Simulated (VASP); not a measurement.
Input:

```
CELL_PARAMETERS angstrom
      0.00000     2.36629     2.36629
      2.36629     0.00000     2.36629
      2.36629     2.36629     0.00000
ATOMIC_POSITIONS crystal
  Ca 0.00000 0.00000 0.00000
  O  0.50000 0.50000 0.50000
```

These are PW91 GGA, VASP's PBE PAW potentials (set 64) (plane waves; VASP 6.6.1) values and carry that method's errors. Settings: 520 eV cut-off, 9×9×9 Γ-centred mesh, Gaussian smearing of 0.050 eV, potentials Ca_sv O.

**Question.** Give the stress tensor in GPa (positive for a compressed cell).

**Answer.** 
```
7.61  0.00  0.00
0.00  7.61  0.00
0.00  0.00  7.61
```
The pressure is its mean diagonal, 7.61 GPa.

The compound is CaO in the rock salt structure. This cell is one point of a volume scan, at 0.94 of the reference volume.
